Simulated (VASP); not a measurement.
These are optB88-vdW, VASP's PBE PAW potentials (set 64) (plane waves; VASP 6.6.1) values and carry that method's errors.

VASP ran on this input.

**POSCAR**
```
InAs
4.3694190
  0.0000000000   0.7071068616   0.7071068616
  0.7071068616   0.0000000000   0.7071068616
  0.7071068616   0.7071068616   0.0000000000
In As
1 1
Cart
  0.0000000000   0.0000000000   0.0000000000
  0.3535534308   0.3535534308   0.3535534308
```

INCAR:
```
SYSTEM = InAs
PREC = Accurate; ENCUT = 520; LREAL = F
LASPH = T
EDIFF = 1E-7; NELM = 100; ALGO = Normal
LMAXMIX = 4
ISMEAR = -5
GGA = BO; LUSE_VDW = T; AGGAC = 0.0
PARAM1 = 0.1833333333; PARAM2 = 0.22
ISIF = 2
LWAVE = F; LCHARG = T; LORBIT = 11
NEDOS = 601
```

### KPOINTS
```
Automatic mesh
0
Gamma
12 12 12
0 0 0
```

POTCAR, in this order: In_d As (PBE.64 set). Program: vasp_std.

The run wrote:

OSZICAR:
```
       N       E                     dE             d eps       ncg     rms          rms(c)
DAV:   1     0.118601091886E+03    0.11860E+03   -0.84847E+03  1872   0.146E+03
DAV:   2     0.552438787400E+01   -0.11308E+03   -0.11032E+03  1917   0.320E+02
DAV:   3    -0.292063579811E+01   -0.84450E+01   -0.83896E+01  2452   0.922E+01
DAV:   4    -0.314976166563E+01   -0.22913E+00   -0.22896E+00  2099   0.173E+01
DAV:   5    -0.316081057854E+01   -0.11049E-01   -0.11048E-01  2793   0.334E+00    0.361E+00
DAV:   6    -0.289215009844E+01    0.26866E+00   -0.50482E-01  2737   0.117E+01    0.199E+00
DAV:   7    -0.287078608550E+01    0.21364E-01   -0.13647E-01  2532   0.299E+00    0.656E-01
DAV:   8    -0.287053461032E+01    0.25148E-03   -0.10669E-02  2235   0.149E+00    0.176E-01
DAV:   9    -0.287078626534E+01   -0.25166E-03   -0.10713E-03  2155   0.467E-01    0.111E-01
DAV:  10    -0.287082941348E+01   -0.43148E-04   -0.13341E-04  2847   0.148E-01    0.730E-02
DAV:  11    -0.287084233433E+01   -0.12921E-04   -0.67050E-05  1958   0.118E-01    0.659E-02
DAV:  12    -0.287084261467E+01   -0.28034E-06   -0.13556E-05  1943   0.301E-02    0.835E-03
DAV:  13    -0.287084265669E+01   -0.42020E-07   -0.14405E-06  2372   0.767E-03    0.703E-03
DAV:  14    -0.287084273868E+01   -0.81989E-07   -0.51805E-08  1346   0.334E-03
   1 F= -.28708427E+01 E0= -.28708427E+01  d E =0.000000E+00
```

### OUTCAR
```
------------------------ aborting loop because EDIFF is reached ----------------------------------------
  FORCE on cell =-STRESS in cart. coord.  units (eV):
  Direction    XX          YY          ZZ          XY          YZ          ZX
  --------------------------------------------------------------------------------------
  Total       -0.0052524     -0.0052524     -0.0052524      0.0000000      0.0000000      0.0000000
  in kB       -0.1426631     -0.1426631     -0.1426631      0.0000000      0.0000000      0.0000000
  external PRESSURE =      -0.1426631 kB  Pullay stress =       0.0000000 kB
  volume of cell :       58.99
      direct lattice vectors                 reciprocal lattice vectors
     0.000000000  3.089646156  3.089646156    -0.161830829  0.161830829  0.161830829
     3.089646156  0.000000000  3.089646156     0.161830829 -0.161830829  0.161830829
     3.089646156  3.089646156  0.000000000     0.161830829  0.161830829 -0.161830829
  FREE ENERGIE OF THE ION-ELECTRON SYSTEM (eV)
  ---------------------------------------------------
  free  energy   TOTEN  =        -2.8708427387 eV

  energy  without entropy=       -2.8708427387  energy(sigma->0) =       -2.87084274

 total charge

# of ion       s       p       d       tot
------------------------------------------
    1        0.854   0.675   9.882  11.412
    2        1.237   1.529   0.019   2.785
--------------------------------------------------
tot          2.091   2.205   9.901  14.197
```
(Selected blocks of OUTCAR.)

**OUTCAR**
```
 val. band max:        3.7503358911   @ k =   0.0000   0.0000   0.0000

 cond. band min:       3.7503365343   @ k =   0.0000   0.0000   0.0000


 Fermi energy:         3.7518577034

 k-point     1 :       0.0000    0.0000    0.0000
  band No.  band energies     occupation
      1     -10.5743      2.00000
      2     -10.5743      2.00000
      3     -10.5743      2.00000
      4     -10.4725      2.00000
      5     -10.4725      2.00000
      6      -7.7579      2.00000
      7       3.0652      2.00000
      8       3.7503      2.00000
      9       3.7503      2.00000
     10       3.7503      0.00001
     11       7.5899      0.00000
     12       7.5899      0.00000
     13       7.5899      0.00000

 k-point     2 :       0.0833    0.0000    0.0000
  band No.  band energies     occupation
      1     -10.5810      2.00000
      2     -10.5721      2.00000
      3     -10.5721      2.00000
      4     -10.4725      2.00000
      5     -10.4725      2.00000
      6      -7.6941      2.00000
      7       2.2849      2.00000
      8       3.6687      2.00000
      9       3.6687      2.00000
     10       4.3126     -0.00000
     11       7.6021      0.00000
     12       7.7128      0.00000
     13       7.7128      0.00000

 k-point     3 :       0.1667    0.0000    0.0000
  band No.  band energies     occupation
      1     -10.5990      2.00000
      2     -10.5666      2.00000
      3     -10.5665      2.00000
      4     -10.4724      2.00000
      5     -10.4724      2.00000
      6      -7.5099      2.00000
      7       1.1833      2.00000
      8       3.4686      2.00000
      9       3.4686      2.00000
     10       4.7150      0.00000
     11       7.9052      0.00000
     12       7.9976      0.00000
     13       7.9976      0.00000

 k-point     4 :       0.2500    0.0000    0.0000
  band No.  band energies     occupation
      1     -10.6226      2.00000
      2     -10.5597      2.00000
      3     -10.5597      2.00000
...
```

For a metal the tetrahedron method with Blöchl corrections gives inexact stress and forces. Unless said otherwise, spin-orbit coupling is left out, though it shifts the bands of the heavy elements here.

The compound is InAs in the zinc blende structure. It was relaxed first, which changed the volume by +6 %.
